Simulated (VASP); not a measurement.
# Band gap of SiC (Moissanite): cutoff, mesh and cell, part 2 of 2

Aim: test what besides the functional moves the gap of SiC (Moissanite). The starting structure is a measured crystal structure from the Crystallography Open Database. Cell and atoms stay as given unless a step says otherwise.

VASP 6.6.1.

Results so far: reference 2.198 eV; cell and atoms relaxed by LDA 2.119 eV; no band path 2.458 eV.

## Step 5: Bands with a cutoff of 640 eV

Level of this step: LDA; plane waves and PAW (Si, C) (VASP).

Against step 2 the input has ENCUT = 640.

Contents of INCAR:

```
SYSTEM = SiC
PREC = Accurate
ENCUT = 640
EDIFF = 1E-06
NELM = 100
ISMEAR = 0
SIGMA = 0.03
LREAL = .FALSE.
ALGO = Normal
GGA = CA
NBANDS = 22
LORBIT = 11
LWAVE = .FALSE.
LCHARG = .FALSE.
KPAR = 8
LASPH = .TRUE.
```

Contents of POSCAR:

```
SiC
1.0
    3.0760000000      0.0000000000      0.0000000000
   -1.5380000000      2.6638941420      0.0000000000
    0.0000000000      0.0000000000      5.0480000000
Si C
2 2
Direct
    0.6666666667      0.3333333333      0.5000000000
    0.3333333333      0.6666666667      0.0000000000
    0.6666666667      0.3333333333      0.8850000000
    0.3333333333      0.6666666667      0.3850000000
```

Contents of KPOINTS:

```
Automatic mesh
0
Gamma
8 8 4
0 0 0
```

Contents of KPOINTS_OPT:

```
Line mode
10
Line-mode
Reciprocal
  0.00000000   0.00000000   0.00000000 GAMMA
  0.50000000   0.00000000   0.00000000 M

  0.50000000   0.00000000   0.00000000 M
  0.33333333   0.33333333   0.00000000 K

  0.33333333   0.33333333   0.00000000 K
  0.00000000   0.00000000   0.00000000 GAMMA

  0.00000000   0.00000000   0.00000000 GAMMA
  0.00000000   0.00000000   0.50000000 A

  0.00000000   0.00000000   0.50000000 A
  0.50000000   0.00000000   0.50000000 L

  0.50000000   0.00000000   0.50000000 L
  0.33333333   0.33333333   0.50000000 H

  0.33333333   0.33333333   0.50000000 H
  0.00000000   0.00000000   0.50000000 A

  0.50000000   0.00000000   0.50000000 L
  0.50000000   0.00000000   0.00000000 M

  0.33333333   0.33333333   0.00000000 K
  0.33333333   0.33333333   0.50000000 H
```

PAW data sets: Si and C (LDA family, release 64).

Command:

```bash
> mpirun -np 8 vasp_std
```

Output:

```text
[... set-up lines as in an earlier step ...]
 entering main loop
       N       E                     dE             d eps       ncg     rms          rms(c)
DAV:   1     0.225147300640E+02    0.22515E+02   -0.76766E+03  1320   0.771E+02
DAV:   2    -0.349871112291E+02   -0.57502E+02   -0.53663E+02  1656   0.145E+02
DAV:   3    -0.373297828234E+02   -0.23427E+01   -0.23208E+01  1684   0.238E+01
DAV:   4    -0.373431579314E+02   -0.13375E-01   -0.13372E-01  1566   0.222E+00
[...]
DAV:  10    -0.332392535084E+02   -0.56851E-04   -0.55113E-04  1502   0.108E-01    0.641E-02
DAV:  11    -0.332392601361E+02   -0.66277E-05   -0.17290E-05  1634   0.225E-02    0.187E-02
DAV:  12    -0.332392595568E+02    0.57927E-06   -0.29391E-06  1566   0.933E-03
   1 F= -.33239260E+02 E0= -.33239260E+02  d E =-.553666E-14
 Start KPOINTS_OPT (optional k-point list driver)
k-point batch [1-30\90]
       N       E                     dE             ncg
DAV:   1     0.269429775169E+04   -0.12616E+05     1320
DAV:   2     0.113950956354E+04   -0.15548E+04     1694
DAV:   3     0.107524857079E+04   -0.64261E+02     1688
DAV:   4     0.107489475426E+04   -0.35382E+00     1506
DAV:   5     0.107489251116E+04   -0.22431E-02     1654
DAV:   6     0.107489248974E+04   -0.21413E-04     1556
DAV:   7     0.107489248954E+04   -0.20839E-06     1416
[...]
k-point batch [61-90\90]
       N       E                     dE             ncg
DAV:   1     0.262210123435E+04   -0.17288E+05     1320
DAV:   2     0.103377069242E+04   -0.15883E+04     1708
DAV:   3     0.973445357743E+03   -0.60325E+02     1676
DAV:   4     0.973131845228E+03   -0.31351E+00     1586
DAV:   5     0.973130033315E+03   -0.18119E-02     1676
DAV:   6     0.973130017446E+03   -0.15869E-04     1628
DAV:   7     0.973130017305E+03   -0.14059E-06     1422
```

Wall time 33 s (8 MPI ranks of AMD EPYC 7R43, shared host); peak memory 1.3 GiB; 4.2 min of CPU time.

OUTCAR, selected parts (step 5):

```text
  Total       -0.6114152     -0.6114152     -1.7205747      0.0000000      0.0000000      0.0000000
  in kB      -23.6823161    -23.6823161    -66.6440635      0.0000000      0.0000000      0.0000000
  external PRESSURE =     -38.0028985 kB  Pullay stress =       0.0000000 kB

 POSITION                                       TOTAL-FORCE (eV/Angst)
 -----------------------------------------------------------------------------------
      1.53800      0.88796      2.52400        -0.000000      0.000000      0.732531
     -0.00000      1.77593      0.00000         0.000000     -0.000000      0.732531
      1.53800      0.88796      4.46748        -0.000000      0.000000     -0.732531
     -0.00000      1.77593      1.94348         0.000000      0.000000     -0.732531
 -----------------------------------------------------------------------------------
    total drift:                               -0.000000      0.000000      0.000271

  FREE ENERGIE OF THE ION-ELECTRON SYSTEM (eV)
  ---------------------------------------------------
  free  energy   TOTEN  =       -33.2392595568 eV

  energy  without entropy=      -33.2392595568  energy(sigma->0) =      -33.23925956

[... 1 part as in an earlier step ...]

[... 2 further parts left out ...]
[key lines of the parts left out:]
E-fermi :   8.5025
```

With a cutoff of 640 eV the gap is 2.199 eV, +0.001 eV from the reference.

## Step 6: Bands with a 12×12×6 mesh

Against step 2 the input has a 12×12×6 mesh.

Edit INCAR of step 5 so:

```diff
@@ -2,3 +2,3 @@
 PREC = Accurate
-ENCUT = 640
+ENCUT = 460
 EDIFF = 1E-06
```

POSCAR is that of step 5.

Contents of KPOINTS:

```
Automatic mesh
0
Gamma
12 12 6
0 0 0
```

KPOINTS_OPT is that of step 5.

Command:

```bash
> mpirun -np 8 vasp_std
```

Output:

```text
[... set-up lines as in an earlier step ...]
 entering main loop
       N       E                     dE             d eps       ncg     rms          rms(c)
DAV:   1     0.158118895927E+02    0.15812E+02   -0.62025E+03  3344   0.590E+02
DAV:   2    -0.354023292065E+02   -0.51214E+02   -0.48082E+02  4394   0.130E+02
DAV:   3    -0.373285827887E+02   -0.19263E+01   -0.19103E+01  4226   0.208E+01
DAV:   4    -0.373389032072E+02   -0.10320E-01   -0.10319E-01  3968   0.192E+00
[...]
DAV:  10    -0.332360340382E+02   -0.55613E-04   -0.54401E-04  3850   0.106E-01    0.643E-02
DAV:  11    -0.332360401325E+02   -0.60943E-05   -0.17263E-05  4104   0.224E-02    0.185E-02
DAV:  12    -0.332360396005E+02    0.53199E-06   -0.29787E-06  4016   0.941E-03
   1 F= -.33236040E+02 E0= -.33236040E+02  d E =-.147897E-20
 Start KPOINTS_OPT (optional k-point list driver)
k-point batch [1-76\90]
       N       E                     dE             ncg
DAV:   1     0.662506887497E+04   -0.25455E+05     3344
DAV:   2     0.303770391620E+04   -0.35874E+04     4388
DAV:   3     0.289854100038E+04   -0.13916E+03     4278
DAV:   4     0.289782143127E+04   -0.71957E+00     3870
DAV:   5     0.289781702203E+04   -0.44092E-02     4196
DAV:   6     0.289781698145E+04   -0.40575E-04     4032
DAV:   7     0.289781698107E+04   -0.38146E-06     3522
k-point batch [77-90\90]
       N       E                     dE             ncg
DAV:   1     0.284386791821E+05   -0.81934E+04      616
DAV:   2     0.278117719767E+05   -0.62691E+03      836
DAV:   3     0.277912111977E+05   -0.20561E+02      772
DAV:   4     0.277911157477E+05   -0.95450E-01      744
DAV:   5     0.277911151759E+05   -0.57171E-03      774
DAV:   6     0.277911151710E+05   -0.49163E-05      738
DAV:   7     0.277911151710E+05   -0.42004E-07      654
```

Run time: 42 s. Hardware: 8 MPI ranks; peak memory 1.3 GiB.

OUTCAR, selected parts (step 6):

```text
  Total       -0.5829511     -0.5829511     -1.6802904      0.0000000      0.0000000      0.0000000
  in kB      -22.5797980    -22.5797980    -65.0837085      0.0000000      0.0000000      0.0000000
  external PRESSURE =     -36.7477682 kB  Pullay stress =       0.0000000 kB

 POSITION                                       TOTAL-FORCE (eV/Angst)
 -----------------------------------------------------------------------------------
      1.53800      0.88796      2.52400         0.000000      0.000000      0.734661
     -0.00000      1.77593      0.00000         0.000000     -0.000000      0.734661
      1.53800      0.88796      4.46748        -0.000000      0.000000     -0.734661
     -0.00000      1.77593      1.94348         0.000000     -0.000000     -0.734661
 -----------------------------------------------------------------------------------
    total drift:                                0.000000      0.000000      0.000156

  FREE ENERGIE OF THE ION-ELECTRON SYSTEM (eV)
  ---------------------------------------------------
  free  energy   TOTEN  =       -33.2360396005 eV

  energy  without entropy=      -33.2360396005  energy(sigma->0) =      -33.23603960

[... 1 part as in an earlier step ...]

[... 2 further parts left out ...]
[key lines of the parts left out:]
E-fermi :   8.5422
```

With a 12×12×6 mesh the gap is 2.198 eV, +0.000 eV from the reference.

## Step 7: Comparison

```tsv
run	gap (eV)	change (eV)	core minutes
reference	2.198	-	3.87
cell and atoms relaxed by LDA	2.119	-0.079	4.0
no band path	2.458	0.26	1.36
a cutoff of 640 eV	2.199	0.001	4.41
a 12×12×6 mesh	2.198	0.0	5.61
```

Core minutes are wall time times ranks of the run shown, on a shared host.

## Step 8: Summary of results

* reference gap: 2.198 eV
* gap with cell and atoms relaxed by LDA: 2.119 eV
* gap with no band path: 2.458 eV
* gap with a cutoff of 640 eV: 2.199 eV
* gap with a 12×12×6 mesh: 2.198 eV

Among the runs that read a gap along the path, the one with cell and atoms relaxed by LDA moves it most, by -0.079 eV. On finer settings it changes by +0.001 eV with a cutoff of 640 eV and +0.000 eV with a 12×12×6 mesh. Read on the mesh alone, without a band path, the gap comes out +0.260 eV from the reference: such a gap is an upper bound, and here at least one band edge lies off the mesh points. The functional's own error isn't tested here. Further runs on this material are not shown.

[Lines on the potential files, build, host, timing and source positions are cut from VASP's logs without a mark.]

[Logs are printed without paths, hosts, clocks, repeated set-up lines and the standing remarks that a program may print on its own settings, such as how far it seeks lower states.]

[Hosts, paths, dates, database ids (printed as entryN), source tags and the programs' standing remarks are cut or masked in the printed files.]
